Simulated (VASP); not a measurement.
## InSb (relaxed from the WC structure, space group P-6m2): computed properties

Method: r2SCAN meta-GGA, VASP's PBE PAW potentials (set 64) (plane waves; VASP).

```yaml
space_group: P-6m2 (187)
cell: a = b = 4.2549 Å, c = 3.7397 Å, α = β = 90.00°, γ = 120.00°
volume_per_atom: 29.32 Å^3/atom
band gap (over mesh and band path): none (metal, semimetal or under 0.01 eV)
density: 6.70 g/cm³
```

```cif
data_InSb
_chemical_formula_sum 'In1 Sb1'
_space_group_name_H-M_alt 'P 1'
_space_group_IT_number 1
_cell_length_a 4.25493
_cell_length_b 4.25493
_cell_length_c 3.73972
_cell_angle_alpha 90.000
_cell_angle_beta 90.000
_cell_angle_gamma 120.000
loop_
_space_group_symop_operation_xyz
  'x, y, z'
loop_
_atom_site_label
_atom_site_type_symbol
_atom_site_fract_x
_atom_site_fract_y
_atom_site_fract_z
_atom_site_occupancy
In1 In 0.00000 0.00000 0.00000 1
Sb1 Sb 0.66667 0.33333 0.50000 1
```

Unless said otherwise, spin-orbit coupling is left out, though it shifts the bands of the heavy elements here.

The structure was generated: InSb was put into the WC type (P-6m2), which need not be its known phase. It was relaxed first, which changed the volume by +10 %. Symmetry was kept, so distortions that lower it aren't found.
